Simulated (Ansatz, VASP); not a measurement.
# YB6: VASP beside Ansatz, part 2 of 2

Aim: how closely do two programs agree when they are given the same cell, functional and k mesh? The cell is taken from a series of runs on this material, whose earlier steps may have relaxed, scaled, displaced or heated it; both programs get it as it stands.

VASP 6.6.1 and Ansatz 0.2.0.

So far: Set-up; Ansatz: relaxation of cell and atoms, LDA, pair 1.

### 3. VASP: relaxation of cell and atoms, LDA, pair 1

Level of this step: LDA; plane waves and PAW (Y_sv, B) (VASP).

The same cell, functional (in two slightly different forms), mesh and smearing now go to VASP, with its own data sets.

Lines of VASP's logs that name or quote its potential files are left out, and so is its time.

File INCAR:

```
SYSTEM = YB6
PREC = Accurate
ENCUT = 500
EDIFF = 1E-07
NELM = 120
ISMEAR = 0
SIGMA = 0.1
LREAL = .FALSE.
ALGO = Normal
GGA = PW92
NBANDS = 21
LASPH = .TRUE.
LORBIT = 11
LWAVE = .FALSE.
LCHARG = .FALSE.
ISIF = 3
IBRION = 2
NSW = 80
EDIFFG = -0.005
GGA_COMPAT = .FALSE.
NELMIN = 4
KPAR = 2
```

File POSCAR:

```
YB6
1.0
    4.0407820000      0.0000000000      0.0000000000
    0.0000000000      4.0407820000      0.0000000000
    0.0000000000      0.0000000000      4.0407820000
Y B
1 6
Direct
    0.0000000000      0.0000000000      0.0000000000
    0.1991134389      0.5000000000      0.5000000000
    0.5000000000      0.1991134389      0.5000000000
    0.8008865611      0.5000000000      0.5000000000
    0.5000000000      0.8008865611      0.5000000000
    0.5000000000      0.5000000000      0.1991134389
    0.5000000000      0.5000000000      0.8008865611
```

File KPOINTS:

```
Automatic mesh
0
Gamma
12 12 12
0 0 0
```

PAW data sets: Y_sv and B (LDA family, release 64).

Run with:

```sh
mpirun -np 2 vasp_std
```

Numbers of over 12 decimals in the logs are rounded to 6 here.

The program printed:

```text
[banner, memory and clock lines left out]
running    2 mpi-ranks, on    1 nodes
 distrk:  each k-point on    1 cores,    2 groups
 distr:  one band on    1 cores,    1 groups

 POSCAR found type information on POSCAR Y B
 POSCAR found :  2 types and       7 ions
|                                                                             |
|               ----> ADVICE to this user running VASP <----                  |
|                                                                             |
|     You enforced a specific xc type in the INCAR file but a different       |
|     [... a line on the potential file left out ...]
|     I HOPE YOU KNOW WHAT YOU ARE DOING!                                     |
|                                                                             |

 LDA part: xc-table for (Slater(with rela. corr.)+PW92), standard interpolation
 POSCAR, INCAR and KPOINTS ok, starting setup
 FFT: planning ... GRIDC
 FFT: planning ... GRID_SOFT
 FFT: planning ... GRID
 WAVECAR not read
 entering main loop
       N       E                     dE             d eps       ncg     rms          rms(c)
DAV:   1     0.833028188006E+02    0.83303E+02   -0.13748E+04  3528   0.125E+03
DAV:   2    -0.594971394525E+02   -0.14280E+03   -0.13787E+03  4639   0.265E+02
DAV:   3    -0.643951631081E+02   -0.48980E+01   -0.48374E+01  5518   0.417E+01
DAV:   4    -0.644731684071E+02   -0.78005E-01   -0.77768E-01  4821   0.458E+00
DAV:   5    -0.644748372644E+02   -0.16689E-02   -0.16685E-02  5054   0.555E-01    0.157E+01
DAV:   6    -0.555968094878E+02    0.88780E+01   -0.14192E+01  4607   0.234E+01    0.139E+01
DAV:   7    -0.546761004717E+02    0.92071E+00   -0.77320E+00  4924   0.126E+01    0.130E+01
DAV:   8    -0.550442434605E+02   -0.36814E+00   -0.32930E+00  4325   0.953E+00    0.315E+00
DAV:   9    -0.546402287186E+02    0.40401E+00   -0.14907E+00  4208   0.614E+00    0.320E-01
DAV:  10    -0.546445302427E+02   -0.43015E-02   -0.75696E-02  4411   0.154E+00    0.909E-01
DAV:  11    -0.546446003038E+02   -0.70061E-04   -0.23019E-03  4729   0.256E-01    0.385E-01
DAV:  12    -0.546443478822E+02    0.25242E-03   -0.70225E-04  4619   0.144E-01    0.186E-01
DAV:  13    -0.546443229013E+02    0.24981E-04   -0.12599E-04  4274   0.686E-02    0.331E-02
DAV:  14    -0.546443238123E+02   -0.91097E-06   -0.68476E-06  4488   0.167E-02    0.333E-02
DAV:  15    -0.546443227304E+02    0.10818E-05   -0.40573E-06  5340   0.106E-02    0.925E-03
DAV:  16    -0.546443226433E+02    0.87141E-07   -0.38218E-07  4467   0.347E-03
   1 F= -.54644323E+02 E0= -.54642265E+02  d E =-.546443E+02
 curvature:   0.00 expect dE= 0.000E+00 dE for cont linesearch  0.000E+00
 trial: gam= 0.00000 g(F)=  0.702E-03 g(S)=  0.386E-05 ort = 0.000E+00 (trialstep = 0.100E+01)
 search vector abs. value=  0.705E-03
 bond charge predicted
       N       E                     dE             d eps       ncg     rms          rms(c)
DAV:   1    -0.546440887777E+02    0.23395E-03   -0.55451E-02  3703   0.124E+00    0.112E-01
DAV:   2    -0.546437785333E+02    0.31024E-03   -0.16396E-03  4350   0.238E-01    0.510E-02
DAV:   3    -0.546437027779E+02    0.75755E-04   -0.32187E-04  4135   0.906E-02    0.120E-02
DAV:   4    -0.546437029715E+02   -0.19360E-06   -0.29248E-05  4443   0.292E-02    0.661E-03
DAV:   5    -0.546437028322E+02    0.13929E-06   -0.16947E-06  4647   0.702E-03    0.223E-03
DAV:   6    -0.546437028306E+02    0.15755E-08   -0.42731E-07  4188   0.376E-03
   2 F= -.54643703E+02 E0= -.54641613E+02  d E =0.619813E-03
 trial-energy change:    0.000620  1 .order    0.000616   -0.000705    0.001937
 step:   0.2652(harm=  0.2670)  dis= 0.00063  next Energy=   -54.644416 (dE=-0.935E-04)
 bond charge predicted
       N       E                     dE             d eps       ncg     rms          rms(c)
DAV:   1    -0.546446242138E+02   -0.92138E-03   -0.30043E-02  3668   0.913E-01    0.819E-02
DAV:   2    -0.546444567115E+02    0.16750E-03   -0.89243E-04  4325   0.176E-01    0.374E-02
DAV:   3    -0.546444156314E+02    0.41080E-04   -0.17532E-04  4125   0.668E-02    0.904E-03
DAV:   4    -0.546444157177E+02   -0.86399E-07   -0.15906E-05  4433   0.216E-02    0.488E-03
DAV:   5    -0.546444156339E+02    0.83897E-07   -0.94417E-07  4545   0.525E-03
   3 F= -.54644416E+02 E0= -.54642350E+02  d E =-.929906E-04
 curvature:  -0.13 expect dE=-0.198E-06 dE for cont linesearch -0.755E-08
 trial: gam=-0.00685 g(F)=  0.106E-06 g(S)=  0.138E-05 ort = 0.632E-05 (trialstep = 0.853E+00)
 search vector abs. value=  0.143E-05
 reached required accuracy - stopping structural energy minimisation
```

Parts of OUTCAR (step 3):

```text
ion  position               nearest neighbor table
   1  0.000  0.000  0.000-   2 2.97   3 2.97   4 2.97   5 2.97   6 2.97   7 2.97   2 2.97   3 2.97
                             4 2.97   5 2.97   2 2.97   4 2.97   6 2.97   7 2.97   2 2.97   4 2.97
   2  0.199  0.500  0.500-   4 1.61   3 1.72   5 1.72   6 1.72   7 1.72   1 2.97   1 2.97   1 2.97
                             1 2.97
   3  0.500  0.199  0.500-   5 1.61   4 1.72   2 1.72   6 1.72   7 1.72   1 2.97   1 2.97   1 2.97
                             1 2.97
   4  0.801  0.500  0.500-   2 1.61   3 1.72   5 1.72   6 1.72   7 1.72   1 2.97   1 2.97   1 2.97
                             1 2.97
   5  0.500  0.801  0.500-   3 1.61   2 1.72   4 1.72   6 1.72   7 1.72   1 2.97   1 2.97   1 2.97
                             1 2.97
   6  0.500  0.500  0.199-   7 1.61   3 1.72   4 1.72   5 1.72   2 1.72   1 2.97   1 2.97   1 2.97
                             1 2.97
   7  0.500  0.500  0.801-   6 1.61   3 1.72   4 1.72   5 1.72   2 1.72   1 2.97   1 2.97   1 2.97
                             1 2.97

  LATTYP: Found a simple cubic cell.
 ALAT       =     4.0407820000

 Subroutine GETGRP returns: Found 48 space group operations
 (whereof 48 operations were pure point group operations)

The static configuration has the point symmetry O_h .

 Found     84 irreducible k-points:

   k-points           NKPTS =     84   k-points in BZ     NKDIM =     84   number of bands    NBANDS=     21

   dimension x,y,z NGX =    30 NGY =   30 NGZ =   30
   dimension x,y,z NGXF=    60 NGYF=   60 NGZF=   60

   ENCUT  =  500.0 eV  36.75 Ry    6.06 a.u.   7.37  7.37  7.37*2*pi/ulx,y,z

   NELECT =      29.0000    total number of electrons

 k-points in reciprocal lattice and weights: Automatic mesh
   0.00000000  0.00000000  0.00000000       0.001
   0.08333333  0.00000000  0.00000000       0.003
   0.16666667  0.00000000  0.00000000       0.003
   0.25000000  0.00000000  0.00000000       0.003
   0.33333333  0.00000000  0.00000000       0.003
   0.41666667  0.00000000  0.00000000       0.003
   0.50000000  0.00000000  0.00000000       0.002
   0.08333333  0.08333333  0.00000000       0.007
   0.16666667  0.08333333  0.00000000       0.014
[...]
0.50000000  0.50000000  0.41666667       0.003
   0.50000000  0.50000000  0.50000000       0.001

 average (electrostatic) potential at core
       1 -35.1816       2 -30.9957       3 -30.9957       4 -30.9957       5 -30.9957
       6 -30.9957       7 -30.9957

 E-fermi :   6.8682

 k-point     1 :       0.0000    0.0000    0.0000
  band No.  band energies     occupation
    ...
     10      -0.2360      2.00000
     11      -0.2360      2.00000
     12       4.7755      2.00000
     13       4.7755      2.00000
     14       4.7755      2.00000
     15       7.8652      0.00000
     16       7.8652      0.00000
     17       7.9391      0.00000
     18       7.9391      0.00000
     19       7.9391      0.00000
    ...

 k-point     2 :       0.0833    0.0000    0.0000
  band No.  band energies     occupation
    ...
     10      -0.2031      2.00000
     11       0.1811      2.00000
     12       4.5606      2.00000
     13       4.5606      2.00000
     14       4.8106      2.00000
     15       6.9382      0.32249
     16       7.9316      0.00000
     17       8.2207      0.00000
     18       8.2207      0.00000
     19       8.9104      0.00000
    ...

 k-point     3 :       0.1667    0.0000    0.0000
  band No.  band energies     occupation
    ...
     11       0.9848      2.00000
     12       4.0940      2.00000
     13       4.0940      2.00000
     14       4.9117      2.00000
     15       6.0541      2.00000
     16       8.1240      0.00000
     17       8.7056      0.00000
     18       8.7056      0.00000
     19       9.5402      0.00000
     20       9.6833      0.00000
    ...

  Total       -0.0081698     -0.0081698     -0.0081698     -0.0000000     -0.0000000     -0.0000000
  in kB       -0.1983769     -0.1983769     -0.1983769     -0.0000000     -0.0000000     -0.0000000
  external PRESSURE =      -0.1983769 kB  Pullay stress =       0.0000000 kB

  energy-cutoff  :      500.00
  volume of cell :       65.98
      direct lattice vectors                 reciprocal lattice vectors
     4.040882835 -0.000000000  0.000000000     0.247470674  0.000000000 -0.000000000
    -0.000000000  4.040882835 -0.000000000     0.000000000  0.247470674  0.000000000
     0.000000000 -0.000000000  4.040882835     0.000000000  0.000000000  0.247470674

 POSITION                                       TOTAL-FORCE (eV/Angst)
 -----------------------------------------------------------------------------------
      0.00000      4.04088      4.04088         0.000000     -0.000000      0.000000
      0.80396      2.02044      2.02044        -0.000605      0.000000     -0.000000
      2.02044      0.80396      2.02044         0.000000     -0.000605      0.000000
      3.23692      2.02044      2.02044         0.000605     -0.000000     -0.000000
      2.02044      3.23692      2.02044         0.000000      0.000605     -0.000000
      2.02044      2.02044      0.80396         0.000000      0.000000     -0.000605
      2.02044      2.02044      3.23692         0.000000     -0.000000      0.000605
 -----------------------------------------------------------------------------------
    total drift:                                0.000000     -0.000000      0.000000

  FREE ENERGIE OF THE ION-ELECTRON SYSTEM (eV)
  ---------------------------------------------------
  free  energy   TOTEN  =       -54.6444156339 eV

  energy  without entropy=      -54.6402835767  energy(sigma->0) =      -54.64234961

 reached required accuracy - stopping structural energy minimisation

 total charge
# of ion       s       p       d       f       tot
--------------------------------------------------
    1        2.107   6.205   0.944   0.062   9.318
    2        0.708   1.450   0.000   0.000   2.158
    3        0.708   1.450   0.000   0.000   2.158
    4        0.708   1.450   0.000   0.000   2.158
    5        0.708   1.450   0.000   0.000   2.158
    6        0.708   1.450   0.000   0.000   2.158
    7        0.708   1.450   0.000   0.000   2.158
--------------------------------------------------
tot          6.353  14.908   0.944   0.062  22.266

[... 3 further parts left out ...]
```

This run has no spin polarisation. Its electron count is odd, so without a moment it is a metal by construction. The run keeps the 48 symmetry operations of its start, so it cannot find a distortion of lower symmetry.

### 4. Side by side

Known differences besides the potentials themselves: the cutoff is 420 eV in Ansatz and 500 eV in VASP; VASP's log shows a relativistic correction to its local exchange, Ansatz's none; Ansatz adds a Pulay correction to the stress that steers its cell, VASP none. Total energies have different zeros and are not compared.

Compared:

```tsv
quantity	Ansatz	VASP	difference
volume (Å³)	65.97	65.98	-0.02 %
edge a after relaxation, in the typed setting (Å)	4.041	4.041	+0.00 %
```

### 5. VASP: relaxation of cell and atoms, LDA, pair 2

The relaxed volume is the usual yardstick between codes: in a stiff, nearly cubic crystal its relative difference is about their pressure difference at one cell divided by the bulk modulus.

INCAR, as its differences from that of step 3:

```diff
@@ -5,4 +5,4 @@
 NELM = 120
-ISMEAR = 0
-SIGMA = 0.1
+ISMEAR = -1
+SIGMA = 0.15
 LREAL = .FALSE.
```

File POSCAR:

```
YB6
1.0
    4.0406700000      0.0000000000      0.0000000000
    0.0000000000      4.0406700000      0.0000000000
    0.0000000000      0.0000000000      4.0406700000
Y B
1 6
Direct
    0.0000000000      0.0000000000      0.0000000000
    0.1989991759      0.5000000000      0.5000000000
    0.5000000000      0.1989991759      0.5000000000
    0.8010008241      0.5000000000      0.5000000000
    0.5000000000      0.8010008241      0.5000000000
    0.5000000000      0.5000000000      0.1989991759
    0.5000000000      0.5000000000      0.8010008241
```

KPOINTS is that of step 3.

Run with:

```sh
mpirun -np 2 vasp_std
```

The program printed:

```text
[banner, memory and clock lines left out]
running    2 mpi-ranks, on    1 nodes
[...]
[... a notice as in an earlier step ...]

 LDA part: xc-table for (Slater(with rela. corr.)+PW92), standard interpolation
 POSCAR, INCAR and KPOINTS ok, starting setup
[...]
entering main loop
       N       E                     dE             d eps       ncg     rms          rms(c)
DAV:   1     0.832563436465E+02    0.83256E+02   -0.13749E+04  3528   0.125E+03
DAV:   2    -0.595226013200E+02   -0.14278E+03   -0.13778E+03  4639   0.265E+02
DAV:   3    -0.644216321934E+02   -0.48990E+01   -0.48456E+01  5510   0.418E+01
DAV:   4    -0.644996256759E+02   -0.77993E-01   -0.77716E-01  4845   0.458E+00
[...]
DAV:  14    -0.546730074206E+02   -0.10159E-05   -0.71906E-06  4517   0.170E-02    0.344E-02
DAV:  15    -0.546730062820E+02    0.11387E-05   -0.41823E-06  5303   0.108E-02    0.974E-03
DAV:  16    -0.546730061868E+02    0.95176E-07   -0.41111E-07  4559   0.357E-03
   1 F= -.54673006E+02 E0= -.54643217E+02  d E =-.546730E+02
[...]
DAV:   4    -0.546729346132E+02   -0.39260E-06   -0.69239E-06  4527   0.175E-02    0.182E-02
DAV:   5    -0.546729352934E+02   -0.68011E-06   -0.26720E-06  6076   0.618E-03    0.362E-03
DAV:   6    -0.546729353374E+02   -0.43992E-07   -0.11167E-07  3123   0.225E-03
   2 F= -.54672935E+02 E0= -.54643121E+02  d E =0.708494E-04
 trial-energy change:    0.000071  1 .order    0.000071   -0.000108    0.000249
 step:   0.3016(harm=  0.3016)  dis= 0.00023  next Energy=   -54.673022 (dE=-0.162E-04)
[...]
N       E                     dE             d eps       ncg     rms          rms(c)
DAV:   1    -0.546730614520E+02   -0.12616E-03   -0.32550E-03  3946   0.359E-01    0.386E-02
DAV:   2    -0.546730329839E+02    0.28468E-04   -0.15310E-04  4382   0.851E-02    0.222E-02
DAV:   3    -0.546730214957E+02    0.11488E-04   -0.49495E-05  5717   0.393E-02    0.217E-02
DAV:   4    -0.546730216758E+02   -0.18018E-06   -0.33602E-06  4475   0.122E-02    0.130E-02
DAV:   5    -0.546730219968E+02   -0.32099E-06   -0.13172E-06  6028   0.433E-03    0.254E-03
DAV:   6    -0.546730220166E+02   -0.19795E-07   -0.54363E-08  2790   0.160E-03
   3 F= -.54673022E+02 E0= -.54643225E+02  d E =-.158298E-04
[...]
reached required accuracy - stopping structural energy minimisation
```

OUTCAR, selected parts (step 5):

```text
  Total        0.0166161      0.0166161      0.0166161      0.0000000      0.0000000      0.0000000
  in kB        0.4034274      0.4034274      0.4034274      0.0000000      0.0000000      0.0000000
  external PRESSURE =       0.4034274 kB  Pullay stress =       0.0000000 kB

 POSITION                                       TOTAL-FORCE (eV/Angst)
 -----------------------------------------------------------------------------------
      0.00000     -0.00000      4.04102        -0.000000      0.000000      0.000000
      0.80393      2.02051      2.02051         0.003194      0.000000      0.000000
      2.02051      0.80393      2.02051        -0.000000      0.003194      0.000000
      3.23709      2.02051      2.02051        -0.003194      0.000000      0.000000
      2.02051      3.23709      2.02051        -0.000000     -0.003194      0.000000
      2.02051      2.02051      0.80393        -0.000000      0.000000      0.003194
      2.02051      2.02051      3.23709        -0.000000      0.000000     -0.003194
 -----------------------------------------------------------------------------------
    total drift:                                0.000000     -0.000000      0.000000

  FREE ENERGIE OF THE ION-ELECTRON SYSTEM (eV)
  ---------------------------------------------------
  free  energy   TOTEN  =       -54.6730220166 eV

  energy  without entropy=      -54.6134277572  energy(sigma->0) =      -54.64322489

[... 2 parts as in an earlier step ...]

[... 2 further parts left out ...]
[key lines of the parts left out:]
E-fermi :   6.8277
```

### 6. Ansatz: relaxation of cell and atoms, LDA, pair 2

The same cell, functional (in two slightly different forms), mesh and smearing now go to Ansatz, which takes its cutoff from its data sets.

The cell is taken from a series of runs on this material, whose earlier steps may have relaxed, scaled, displaced or heated it; both programs get it as it stands.

File input.yaml:

```yaml
crystal:
  lattice:
    - [4.0406698446, 0.0, 0.0]
    - [0.0, 4.0406698446, 0.0]
    - [0.0, 0.0, 4.0406698446]
  atoms:
    - { symbol: "Y", position: [0.0, 0.0, 0.0] }
    - { symbol: B, position: [0.1989990778, 0.5, 0.5] }
    - { symbol: B, position: [0.5, 0.1989990778, 0.5] }
    - { symbol: B, position: [0.8010009222, 0.5, 0.5] }
    - { symbol: B, position: [0.5, 0.8010009222, 0.5] }
    - { symbol: B, position: [0.5, 0.5, 0.1989990778] }
    - { symbol: B, position: [0.5, 0.5, 0.8010009222] }
kpoints:
  mp_grid: { grid: [12, 12, 12] }
hamiltonian:
  xc: lda
  pseudopotentials: { kind: paw, azcp: { folder: soft_1 }, xc_functional: pbe }
scf:
  occupations: { method: fermi_dirac, width: 0.15 }
output:
  forces: true
  stress: true
  eigenvalues: true
relax:
  adjacent_minimum: "off"
  f_tol: 0.001
  max_steps: 60
  cell: { stress_tol: 0.01 }
```

Run with:

```sh
ansatz run input.yaml --threads 8 --pin off --max-ram 15360MiB --backend cpu --events-out ev --progress --plain --runs-dir out
```

The program printed:

```text
[...]
Crystal: 7 atoms, lattice volume = 65.972 Å³
Basis set: ecut = 420 eV, 1309 PW (Γ)
Bands: 22, of which v1, the nominal top of the filled ones, is band 15 counted from 1 (14 counted from 0)
Symmetry: 48 space group operations
[...]
k-points: 84 of 1728
[...]
cell:  # Å, volume = 66.0007 Å³
    - [4.041254, 0, 0]
    - [0, 4.041254, 0.0]
    - [0, 0.0, 4.041254]
  atoms:
    - { symbol: Y, position: [0, 0, 0] }
    - { symbol: B, position: [0.199001, 0.5, 0.5] }
    - { symbol: B, position: [0.5, 0.199001, 0.5] }
    - { symbol: B, position: [0.800999, 0.5, 0.5] }
    - { symbol: B, position: [0.5, 0.800999, 0.5] }
    - { symbol: B, position: [0.5, 0.5, 0.199001] }
    - { symbol: B, position: [0.5, 0.5, 0.800999] }
[key lines of the parts left out:]
SCF converged after 4 iterations
Free energy (F): -4647.130710 eV
Fermi energy:    11.790698 eV
P = ⅓ Tr σ = 0.0016 GPa (0.016 kbar)
```

### 7. Differences

Both answers:

```tsv
quantity	Ansatz	VASP	difference
volume (Å³)	66.00	65.99	+0.02 %
edge a after relaxation, in the typed setting (Å)	4.041	4.041	+0.01 %
```

### 8. Results

```
difference in volume (relaxation of cell and atoms, LDA, pair 1) : -0.016 %
difference in volume (relaxation of cell and atoms, LDA, pair 2) : 0.017 %
```

What this shows: The difference in volume is 0.017 % (relaxation of cell and atoms, LDA, pair 2), within the 1.2 % picked in this series as the mark of a large difference, as far as the stopping tolerances let one tell. How closely two codes agree says nothing of how well the functional describes the real material.

[Lines on the potential files, build, host, timing and source positions are cut from VASP's logs without a mark.]

[Logs are printed without paths, hosts, clocks, repeated set-up lines and the standing remarks that a program may print on its own settings, such as how far it seeks lower states.]

[Hosts, paths, dates, database ids (printed as entryN), source tags and the programs' standing remarks are cut or masked in the printed files.]
